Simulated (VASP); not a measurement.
Consider the following.

```
CELL_PARAMETERS angstrom
     -1.64097     1.64097     1.64097
      1.64097    -1.64097     1.64097
      1.64097     1.64097    -1.64097
ATOMIC_POSITIONS crystal
  Ta 0.00000 0.00000 0.00000
```

Calculation: r2SCAN meta-GGA, VASP's PBE PAW potentials (set 64) (plane waves; VASP 6.6.1). Run with 480 eV cut-off, 14×14×14 Γ-centred mesh, first-order Methfessel-Paxton smearing of 0.10 eV, potentials Ta_pv.

Unless said otherwise, spin-orbit coupling is left out, though it shifts the bands of the heavy elements here.

Question: What does the run give for the energy per atom (σ→0), pressure, band gap (on the k-mesh) with the smallest direct gap where there is one?

Answer: 
```yaml
band gap (on the k-mesh): none (metal, semimetal or under 0.01 eV)
energy per atom (σ→0): -48.581 eV/atom
pressure: 4.91 GPa
```

The compound is Ta in the bcc structure. It was relaxed first under an external pressure of 5 GPa.
